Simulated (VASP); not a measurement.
OSZICAR of a VASP run on NaCl:

**OSZICAR**
```
       N       E                     dE             d eps       ncg     rms          rms(c)
DAV:   1     0.740579246676E+03    0.74058E+03   -0.35300E+04   752   0.123E+03
DAV:   2     0.589477749715E+02   -0.68163E+03   -0.66058E+03   768   0.336E+02
DAV:   3    -0.386180460234E+02   -0.97566E+02   -0.97262E+02   678   0.135E+02
DAV:   4    -0.418430218069E+02   -0.32250E+01   -0.32136E+01   720   0.293E+01
DAV:   5    -0.419609589107E+02   -0.11794E+00   -0.11787E+00   768   0.537E+00    0.535E+00
DAV:   6    -0.405337770317E+02    0.14272E+01   -0.29746E+00   712   0.576E+00    0.400E+00
DAV:   7    -0.403789661847E+02    0.15481E+00   -0.51938E-01   846   0.301E+00    0.304E+00
DAV:   8    -0.403568376709E+02    0.22129E-01   -0.15357E-01   704   0.202E+00    0.892E-01
DAV:   9    -0.403553319537E+02    0.15057E-02   -0.20963E-02   696   0.576E-01    0.329E-01
DAV:  10    -0.403544119841E+02    0.91997E-03   -0.12122E-03   736   0.142E-01    0.251E-01
DAV:  11    -0.403499045706E+02    0.45074E-02   -0.13840E-02   688   0.489E-01    0.221E-01
DAV:  12    -0.403499723365E+02   -0.67766E-04   -0.17910E-03   696   0.161E-01    0.124E-01
DAV:  13    -0.403501328406E+02   -0.16050E-03   -0.10410E-04   592   0.671E-02    0.140E-01
DAV:  14    -0.403516928153E+02   -0.15600E-02   -0.13020E-03   662   0.178E-01    0.115E-01
DAV:  15    -0.403519895406E+02   -0.29673E-03   -0.69326E-04   634   0.123E-01    0.681E-02
DAV:  16    -0.403520357022E+02   -0.46162E-04   -0.70267E-05   614   0.362E-02    0.669E-02
DAV:  17    -0.403520384540E+02   -0.27519E-05   -0.21822E-06   448   0.935E-03
   1 F= -.40352038E+02 E0= -.40352038E+02  d E =-.403520E+02
       N       E                     dE             d eps       ncg     rms          rms(c)
DAV:   1    -0.403549663179E+02   -0.29306E-02   -0.67084E-01   612   0.256E+00    0.135E-01
DAV:   2    -0.403567914754E+02   -0.18252E-02   -0.16612E-02   700   0.542E-01    0.120E-01
DAV:   3    -0.403568734401E+02   -0.81965E-04   -0.44340E-04   680   0.104E-01    0.957E-02
DAV:   4    -0.403569747772E+02   -0.10134E-03   -0.67044E-05   612   0.459E-02    0.698E-02
DAV:   5    -0.403572368203E+02   -0.26204E-03   -0.15005E-04   506   0.764E-02    0.283E-02
DAV:   6    -0.403573878632E+02   -0.15104E-03   -0.12265E-04   632   0.485E-02    0.160E-02
DAV:   7    -0.403574361705E+02   -0.48307E-04   -0.11731E-05   412   0.170E-02    0.152E-02
DAV:   8    -0.403574896825E+02   -0.53512E-04   -0.20984E-06   390   0.142E-02    0.161E-02
DAV:   9    -0.403575501342E+02   -0.60452E-04   -0.58411E-06   376   0.121E-02    0.115E-02
DAV:  10    -0.403575711596E+02   -0.21025E-04   -0.19005E-06   426   0.822E-03    0.728E-03
DAV:  11    -0.403575915317E+02   -0.20372E-04   -0.17315E-06   416   0.572E-03    0.468E-03
DAV:  12    -0.403576002362E+02   -0.87045E-05   -0.76000E-07   446   0.526E-03
   2 F= -.40357600E+02 E0= -.40357600E+02  d E =-.556178E-02
       N       E                     dE             d eps       ncg     rms          rms(c)
DAV:   1    -0.403530782913E+02    0.45132E-02   -0.60436E+00   616   0.768E+00    0.540E-01
DAV:   2    -0.403676575300E+02   -0.14579E-01   -0.15916E-01   736   0.157E+00    0.257E-01
DAV:   3    -0.403671579262E+02    0.49960E-03   -0.35523E-03   686   0.278E-01    0.200E-01
DAV:   4    -0.403665959141E+02    0.56201E-03   -0.10385E-03   630   0.159E-01    0.121E-01
DAV:   5    -0.403665093527E+02    0.86561E-04   -0.48816E-04   728   0.877E-02    0.515E-02
DAV:   6    -0.403664886958E+02    0.20657E-04   -0.25062E-05   520   0.283E-02    0.426E-02
DAV:   7    -0.403664421889E+02    0.46507E-04   -0.27596E-04   590   0.107E-01    0.204E-02
DAV:   8    -0.403664797463E+02   -0.37557E-04   -0.13853E-04   568   0.351E-02    0.111E-02
DAV:   9    -0.403665226005E+02   -0.42854E-04   -0.86218E-06   412   0.141E-02    0.506E-03
DAV:  10    -0.403666156057E+02   -0.93005E-04   -0.29618E-05   518   0.215E-02    0.106E-02
DAV:  11    -0.403666360031E+02   -0.20397E-04   -0.63012E-06   446   0.918E-03    0.878E-03
DAV:  12    -0.403666512566E+02   -0.15254E-04   -0.30045E-06   382   0.757E-03    0.524E-03
DAV:  13    -0.403666716637E+02   -0.20407E-04   -0.89708E-06   450   0.916E-03    0.351E-03
DAV:  14    -0.403666829205E+02   -0.11257E-04   -0.16489E-06   412   0.624E-03    0.432E-03
DAV:  15    -0.403666898020E+02   -0.68815E-05   -0.62589E-07   394   0.314E-03
   3 F= -.40366690E+02 E0= -.40366690E+02  d E =-.146513E-01
       N       E                     dE             d eps       ncg     rms          rms(c)
DAV:   1    -0.403031996351E+02    0.63483E-01   -0.24324E+01   612   0.154E+01    0.110E+00
DAV:   2    -0.403683881263E+02   -0.65188E-01   -0.70364E-01   746   0.314E+00    0.511E-01
DAV:   3    -0.403667867640E+02    0.16014E-02   -0.17190E-02   714   0.590E-01    0.401E-01
DAV:   4    -0.403648400149E+02    0.19467E-02   -0.41126E-03   668   0.294E-01    0.250E-01
DAV:   5    -0.403643898217E+02    0.45019E-03   -0.13734E-03   698   0.158E-01    0.118E-01
DAV:   6    -0.403641816942E+02    0.20813E-03   -0.14194E-04   666   0.802E-02    0.844E-02
DAV:   7    -0.403640065158E+02    0.17518E-03   -0.10426E-03   680   0.216E-01    0.358E-02
DAV:   8    -0.403640897134E+02   -0.83198E-04   -0.46968E-04   708   0.757E-02    0.217E-02
DAV:   9    -0.403642828583E+02   -0.19314E-03   -0.65528E-05   478   0.457E-02    0.153E-02
DAV:  10    -0.403644107896E+02   -0.12793E-03   -0.53795E-05   538   0.969E-02    0.130E-02
DAV:  11    -0.403644665819E+02   -0.55792E-04   -0.28304E-05   506   0.363E-02    0.139E-02
DAV:  12    -0.403645018935E+02   -0.35312E-04   -0.58993E-06   410   0.116E-02    0.931E-03
DAV:  13    -0.403645458282E+02   -0.43935E-04   -0.60925E-06   434   0.109E-02    0.757E-03
DAV:  14    -0.403645548019E+02   -0.89737E-05   -0.83927E-07   446   0.532E-03
   4 F= -.40364555E+02 E0= -.40364555E+02  d E =-.125163E-01
       N       E                     dE             d eps       ncg     rms          rms(c)
DAV:   1    -0.403515746477E+02    0.12971E-01   -0.82866E+00   612   0.980E+00    0.682E-01
DAV:   2    -0.403708390265E+02   -0.19264E-01   -0.20957E-01   742   0.201E+00    0.305E-01
DAV:   3    -0.403702051344E+02    0.63389E-03   -0.42147E-03   700   0.354E-01    0.239E-01
DAV:   4    -0.403693375596E+02    0.86757E-03   -0.20097E-03   682   0.196E-01    0.130E-01
DAV:   5    -0.403693172261E+02    0.20333E-04   -0.58301E-04   700   0.863E-02    0.680E-02
DAV:   6    -0.403692295694E+02    0.87657E-04   -0.24336E-05   570   0.328E-02    0.526E-02
DAV:   7    -0.403690349226E+02    0.19465E-03   -0.30828E-04   660   0.108E-01    0.199E-02
DAV:   8    -0.403690666368E+02   -0.31714E-04   -0.23865E-04   608   0.551E-02    0.117E-02
DAV:   9    -0.403690910398E+02   -0.24403E-04   -0.56470E-05   506   0.279E-02    0.123E-02
DAV:  10    -0.403691097740E+02   -0.18734E-04   -0.66024E-06   418   0.114E-02    0.685E-03
DAV:  11    -0.403691418910E+02   -0.32117E-04   -0.53422E-06   424   0.888E-03    0.139E-03
DAV:  12    -0.403691525769E+02   -0.10686E-04   -0.13902E-06   428   0.632E-03    0.182E-03
DAV:  13    -0.403691756053E+02   -0.23028E-04   -0.16354E-06   402   0.502E-03    0.226E-03
DAV:  14    -0.403691850673E+02   -0.94621E-05   -0.82712E-07   416   0.415E-03
   5 F= -.40369185E+02 E0= -.40369185E+02  d E =-.171466E-01
       N       E                     dE             d eps       ncg     rms          rms(c)
DAV:   1    -0.403694122046E+02   -0.23660E-03   -0.55802E-01   618   0.271E+00    0.142E-01
DAV:   2    -0.403705467751E+02   -0.11346E-02   -0.12157E-02   754   0.530E-01    0.685E-02
DAV:   3    -0.403705220095E+02    0.24766E-04   -0.26007E-04   670   0.860E-02    0.550E-02
DAV:   4    -0.403704972290E+02    0.24780E-04   -0.43813E-05   566   0.369E-02    0.348E-02
DAV:   5    -0.403704749204E+02    0.22309E-04   -0.18219E-05   486   0.443E-02    0.148E-02
DAV:   6    -0.403704643427E+02    0.10578E-04   -0.35826E-05   564   0.536E-02    0.535E-03
DAV:   7    -0.403704697515E+02   -0.54088E-05   -0.30715E-05   494   0.251E-02
   6 F= -.40370470E+02 E0= -.40370470E+02  d E =-.128468E-02
       N       E                     dE             d eps       ncg     rms          rms(c)
DAV:   1    -0.403672895819E+02    0.31748E-02   -0.21632E+00   612   0.564E+00    0.282E-01
DAV:   2    -0.403717240588E+02   -0.44345E-02   -0.47832E-02   766   0.111E+00    0.133E-01
DAV:   3    -0.403716172031E+02    0.10686E-03   -0.10954E-03   722   0.211E-01    0.107E-01
DAV:   4    -0.403715172825E+02    0.99921E-04   -0.16886E-04   746   0.828E-02    0.686E-02
DAV:   5    -0.403714380186E+02    0.79264E-04   -0.81307E-05   656   0.105E-01    0.287E-02
DAV:   6    -0.403714080011E+02    0.30017E-04   -0.13809E-04   714   0.101E-01    0.104E-02
DAV:   7    -0.403714278730E+02   -0.19872E-04   -0.12122E-04   652   0.461E-02    0.190E-02
DAV:   8    -0.403714312830E+02   -0.34100E-05   -0.47180E-06   450   0.105E-02
   7 F= -.40371431E+02 E0= -.40371431E+02  d E =-.224622E-02
```

Problem. Which electronic solver shows in the log?

Solution. It is blocked Davidson (ALGO = Normal, or the opening steps of other solvers). The INCAR had ALGO = Normal.

Problem. Can the final energy be trusted as converged?

Solution. Self-consistency was reached. It stopped with EDIFF = 1E-5, NELM = 100, NSW = 50 and EDIFFG = -0.03 after 7 ionic steps (PBE GGA, plane waves, VASP's PBE PAW potentials (set 64)).

The cell is a thin slab with vacuum, built from NaCl (rock salt): (100) face.
